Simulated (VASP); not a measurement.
```xyz
2
Lattice="0.0000 3.2900 3.2900 3.2900 0.0000 3.2900 3.2900 3.2900 0.0000" Properties=species:S:1:pos:R:3 pbc="T T T"
Rb     0.0000     0.0000     0.0000
Cl     3.2900     3.2900     3.2900
```

The base run (VASP): PBE GGA, plane waves, VASP's PBE PAW potentials (set 64). Settings: 400 eV cut-off, 6×6×6 Γ-centred mesh, Gaussian smearing of 0.050 eV, potentials Rb_sv Cl.

One setting is varied; ΔE counts from the base run. The base run took about 8 core-seconds. The timings are rough (shared machines, no repeats); factors under 2 mean little.

Pressures at a finite cut-off, here 400 eV, hold a Pulay part, which wasn't tested here.

```json
[
 {"setting": "SYMPREC = 1E-3", "cost over the base run": "within a factor of 2", "electronic steps": "13", "ΔE (meV/atom)": "0.0", "pressure (GPa)": "0.88"},
 {"setting": "ISYM = 1", "cost over the base run": "within a factor of 2", "electronic steps": "13", "ΔE (meV/atom)": "0.0", "pressure (GPa)": "0.88"},
 {"setting": "base run", "cost over the base run": "reference", "electronic steps": "13", "ΔE (meV/atom)": "0.0", "pressure (GPa)": "0.88"},
 {"setting": "ISYM = 0", "cost over the base run": "about 5 times", "electronic steps": "13", "ΔE (meV/atom)": "0.0", "pressure (GPa)": "0.87"},
 {"setting": "ISYM = -1", "cost over the base run": "[?]", "electronic steps": "13", "ΔE (meV/atom)": "0.0", "pressure (GPa)": "0.87"}
]
```

Question: Fill in the missing entries.

Answer: 
- ISYM = -1, cost over the base run: about 9 times

Left out are runs that failed, have no time on record or changed the cell.

The compound is RbCl in the rock salt structure. The cell was not relaxed at this level.
